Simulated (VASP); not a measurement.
Level of theory: LDA (Ceperley-Alder, Perdew-Zunger), VASP's LDA PAW potentials (set 64) (plane waves; VASP).

VASP ran on this input.

### POSCAR
```
Pt3Ti
1
    3.8765479471    -0.0000000000     0.0000000000
    0.0000000000     3.8765479471     0.0000000000
   -0.0000000000     0.0000000000     3.8765479471
Ti Pt
1 3
Direct
  0.0000000000   0.0000000000   0.0000000000
  0.0000000000   0.5000000000   0.5000000000
  0.5000000000   0.0000000000   0.5000000000
  0.5000000000   0.5000000000   0.0000000000
```

INCAR:
```
SIGMA = 0.05   # width (eV)
LASPH = .True.
ALGO = Normal   # blocked Davidson
ICHARG = 11   # fixed density
ENCUT = 520   # plane-wave cut-off (eV)
LCHARG = .False.
NELM = 100
ISMEAR = 0
LWAVE = .False.
SYSTEM = Pt3Ti
LORBIT = 11   # lm-projected
LREAL = .False.   # projection in real space or not
PREC = Accurate
EDIFF = 1E-7   # SCF stop (eV)
LMAXMIX = 6   # l cut-off of mixed one-centre charges
```

### KPOINTS
```
k-points along high-symmetry lines
15
Line-mode
Reciprocal
  0.000000   0.000000   0.000000 ! GAMMA
  0.000000   0.500000   0.000000 ! X

  0.000000   0.500000   0.000000 ! X
  0.500000   0.500000   0.000000 ! M

  0.500000   0.500000   0.000000 ! M
  0.000000   0.000000   0.000000 ! GAMMA

  0.000000   0.000000   0.000000 ! GAMMA
  0.500000   0.500000   0.500000 ! R

  0.500000   0.500000   0.500000 ! R
  0.000000   0.500000   0.000000 ! X

  0.500000   0.500000   0.500000 ! R
  0.500000   0.500000   0.000000 ! M
```

POTCAR, in this order: Ti_sv Pt (LDA.64 set). Program: vasp_std. Read from the step before: CHGCAR.

Output of the run:

File OSZICAR:
```
       N       E                     dE             d eps       ncg     rms          rms(c)
DAV:   1     0.375196750983E+03    0.37520E+03   -0.21787E+04  4500   0.183E+03
DAV:   2    -0.115379462598E+01   -0.37635E+03   -0.36878E+03  4969   0.452E+02
DAV:   3    -0.310963271250E+02   -0.29943E+02   -0.28697E+02  6834   0.108E+02
DAV:   4    -0.321546208585E+02   -0.10583E+01   -0.10309E+01  5416   0.199E+01
DAV:   5    -0.321959336321E+02   -0.41313E-01   -0.41078E-01  6465   0.366E+00
DAV:   6    -0.321966565075E+02   -0.72288E-03   -0.72106E-03  5770   0.440E-01
DAV:   7    -0.321966816331E+02   -0.25126E-04   -0.25113E-04  6690   0.603E-02
DAV:   8    -0.321966820212E+02   -0.38813E-06   -0.38707E-06  5501   0.672E-03
DAV:   9    -0.321966820361E+02   -0.14913E-07   -0.15977E-07  4143   0.995E-04
   1 F= -.32196682E+02 E0= -.32192300E+02  d E =-.876444E-02
```

### OUTCAR
```
 val. band max:       12.0278188019   @ k =   0.0357   0.0357   0.0357

 cond. band min:      12.0451759260   @ k =   0.0357   0.0357   0.0000



 k-point     1 :       0.0000    0.0000    0.0000
  band No.  band energies     occupation
      1     -45.4685      2.00000
      2     -22.0815      2.00000
      3     -22.0815      2.00000
      4     -22.0815      2.00000
      5       1.6214      2.00000
      6       4.3985      2.00000
      7       4.7681      2.00000
      8       4.7681      2.00000
      9       5.0651      2.00000
     10       5.0651      2.00000
     11       5.0651      2.00000
     12       8.2765      2.00000
     13       8.2765      2.00000
     14       8.2765      2.00000
     15      10.2900      2.00000
     16      10.2900      2.00000
     17      11.4883      2.00000
     18      12.0658      0.53755
     19      12.0658      0.53755
     20      12.0658      0.53755
     21      13.4067      0.00000
     22      13.4067      0.00000
     23      13.6017      0.00000
     24      13.6017      0.00000
     25      13.6017      0.00000

 k-point     2 :       0.0000    0.0357    0.0000
  band No.  band energies     occupation
      1     -45.4685      2.00000
      2     -22.0819      2.00000
      3     -22.0815      2.00000
      4     -22.0815      2.00000
      5       1.6387      2.00000
      6       4.4098      2.00000
      7       4.7748      2.00000
      8       4.7827      2.00000
      9       5.0715      2.00000
     10       5.0760      2.00000
     11       5.0760      2.00000
     12       8.2656      2.00000
     13       8.2821      2.00000
     14       8.2821      2.00000
     15      10.2746      2.00000
     16      10.2925      2.00000
     17      11.4721      2.00000
     18      11.9670      1.97068
     19      11.9670      1.97068
     20      12.0659      0.53665
     21      13.3222      0.00000
     22      13.3979      0.00000
     23      13.5434      0.00000
     24      13.5434      0.00000
...
```

The density is held fixed in this step, so its total energy and stress have no physical meaning. Unless said otherwise, spin-orbit coupling is left out, though it shifts the bands of the heavy elements here.

The compound is Pt3Ti in the L1_2 structure. It was relaxed first.
